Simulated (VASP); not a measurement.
OSZICAR of a VASP run on CoSi₂ (fluorite):

OSZICAR:
```
       N       E                     dE             d eps       ncg     rms          rms(c)
DAV:   1     0.710748545719E+02    0.71075E+02   -0.70786E+03  1344   0.135E+03
DAV:   2    -0.163888551684E+02   -0.87464E+02   -0.82214E+02  1360   0.256E+02
DAV:   3    -0.206089840961E+02   -0.42201E+01   -0.40954E+01  1724   0.654E+01
DAV:   4    -0.207111019567E+02   -0.10212E+00   -0.10199E+00  1616   0.956E+00
DAV:   5    -0.207142775436E+02   -0.31756E-02   -0.31781E-02  1812   0.176E+00    0.144E+01
DAV:   6    -0.243813933749E+02   -0.36671E+01   -0.41025E+01  1720   0.137E+02    0.180E+01
DAV:   7    -0.192997808740E+02    0.50816E+01   -0.17310E+01  1776   0.108E+02    0.348E+00
DAV:   8    -0.193292819763E+02   -0.29501E-01   -0.10865E+00  1628   0.887E+00    0.190E+00
DAV:   9    -0.192947795085E+02    0.34502E-01   -0.10713E-01  1708   0.698E+00    0.451E-01
DAV:  10    -0.192947057722E+02    0.73736E-04   -0.59996E-03  1688   0.884E-01    0.655E-02
DAV:  11    -0.192947189547E+02   -0.13183E-04   -0.32086E-04  1984   0.308E-01    0.395E-02
DAV:  12    -0.192947402870E+02   -0.21332E-04   -0.49688E-05  1460   0.668E-02    0.250E-02
DAV:  13    -0.192947380703E+02    0.22167E-05   -0.30037E-06  1864   0.153E-02    0.436E-03
DAV:  14    -0.192947369907E+02    0.10796E-05   -0.55267E-07  1552   0.968E-03    0.294E-03
DAV:  15    -0.192947379477E+02   -0.95695E-06   -0.10059E-07   952   0.648E-03    0.879E-04
DAV:  16    -0.192947382765E+02   -0.32881E-06   -0.70147E-08   792   0.203E-03    0.230E-04
DAV:  17    -0.192947382644E+02    0.12044E-07   -0.77412E-09   760   0.138E-03
   1 F= -.19294738E+02 E0= -.19294738E+02  d E =0.000000E+00
```

Problem. Which electronic solver shows in the log?

Solution. It is blocked Davidson (ALGO = Normal, or the opening steps of other solvers). The INCAR had ALGO = Normal.

Problem. How was spin treated?

Solution. Without spin polarisation: there is no mag entry.

Problem. Can the final energy be trusted as converged?

Solution. Self-consistency was reached. It stopped with EDIFF = 1E-7, NELM = 100 (PBE GGA, plane waves, VASP's PBE PAW potentials (set 64)).

The compound is CoSi2 in the fluorite structure. It was relaxed first. The run is not spin-polarised, so no magnetic state was tried. The electron count is odd and the run is not spin-polarised, which forces a metal.
